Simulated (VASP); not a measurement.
Output of a VASP run:

**OSZICAR**
```
       N       E                     dE             d eps       ncg     rms          rms(c)
DAV:   1     0.212528085619E+03    0.21253E+03   -0.13684E+04  2432   0.149E+03
DAV:   2    -0.342050343911E+01   -0.21595E+03   -0.21399E+03  3032   0.412E+02
DAV:   3    -0.174077748155E+02   -0.13987E+02   -0.13861E+02  4624   0.782E+01
DAV:   4    -0.176618883180E+02   -0.25411E+00   -0.25405E+00  2648   0.117E+01
DAV:   5    -0.176694937069E+02   -0.76054E-02   -0.76052E-02  3848   0.130E+00    0.153E+01
DAV:   6    -0.171110698892E+02    0.55842E+00   -0.89095E-01  2528   0.852E+00    0.620E+00
DAV:   7    -0.170054934155E+02    0.10558E+00   -0.60816E-01  3600   0.611E+00    0.113E+00
DAV:   8    -0.170117413981E+02   -0.62480E-02   -0.38032E-02  3144   0.172E+00    0.277E-01
DAV:   9    -0.170119917323E+02   -0.25033E-03   -0.16227E-03  3128   0.435E-01    0.350E-02
DAV:  10    -0.170119509155E+02    0.40817E-04   -0.41235E-05  3544   0.457E-02    0.212E-02
DAV:  11    -0.170119523776E+02   -0.14620E-05   -0.97239E-06  2656   0.405E-02    0.347E-03
DAV:  12    -0.170119522334E+02    0.14413E-06   -0.28343E-07  1824   0.444E-03
   1 F= -.18110194E+02 E0= -.18110319E+02  d E =-.181102E+02
```

File OUTCAR:
```
------------------------ aborting loop because EDIFF is reached ----------------------------------------
 Edisp (eV)   -1.09824
  FORCE on cell =-STRESS in cart. coord.  units (eV):
  Direction    XX          YY          ZZ          XY          YZ          ZX
  --------------------------------------------------------------------------------------
  Total       0.01938     0.01938     0.01884     0.00000    -0.00000    -0.00000
  in kB       0.69190     0.69190     0.67287     0.00000    -0.00000    -0.00000
  external pressure =        0.69 kB  Pullay stress =        0.00 kB
  volume of cell :       44.87
      direct lattice vectors                 reciprocal lattice vectors
     1.589715377 -2.753467750  0.000000000     0.314521711 -0.181589198  0.000000000
     1.589715377  2.753467750  0.000000000     0.314521711  0.181589198  0.000000000
     0.000000000  0.000000000  5.125232710     0.000000000  0.000000000  0.195113092
 POSITION                                       TOTAL-FORCE (eV/Angst)
 -----------------------------------------------------------------------------------
      1.58972      0.91782      1.28131         0.000000      0.000000      0.000000
      1.58972     -0.91782      3.84392        -0.000000     -0.000000      0.000000
 -----------------------------------------------------------------------------------
    total drift:                                0.000133      0.001119     -0.000019
  FREE ENERGIE OF THE ION-ELECTRON SYSTEM (eV)
  ---------------------------------------------------
  free  energy   TOTEN  =       -18.1101943748 eV

  energy  without entropy=      -18.1105668240  energy(sigma->0) =      -18.11031852

 reached required accuracy - stopping structural energy minimisation
```
(Selected blocks of OUTCAR.)

File POSCAR:
```
Zr
1
    1.5897153766    -2.7534677502     0.0000000000
    1.5897153766     2.7534677502    -0.0000000000
   -0.0000000000    -0.0000000000     5.1252327099
Zr
2
Direct
  0.3333330000   0.6666670000   0.2500000000
  0.6666670000   0.3333330000   0.7500000000
```

**Question.** Write an INCAR and KPOINTS that could have produced this output.

**Answer.** One answer among several that fit: the input of the run itself, PBE GGA with D3 dispersion (Becke-Johnson damping), plane waves, VASP's PBE PAW potentials (set 64).

### INCAR
```
SYSTEM = Zr
PREC = Accurate
ENCUT = 520
EDIFF = 1E-6
NELM = 100
ALGO = Normal
LREAL = .FALSE.
LASPH = .TRUE.
ISMEAR = 1
SIGMA = 0.1
GGA = PE
IVDW = 12
LMAXMIX = 4
LWAVE = .FALSE.
LCHARG = .FALSE.
IBRION = 2
ISIF = 3
NSW = 60
EDIFFG = -0.01
```

### KPOINTS
```
Automatic mesh
0
Gamma
12 12 7
0 0 0
```

POTCAR, in this order: Zr_sv (PBE.64 set). Program: vasp_std.

The compound is Zr in the hcp structure. It was relaxed first. The start is the result of an earlier pass.
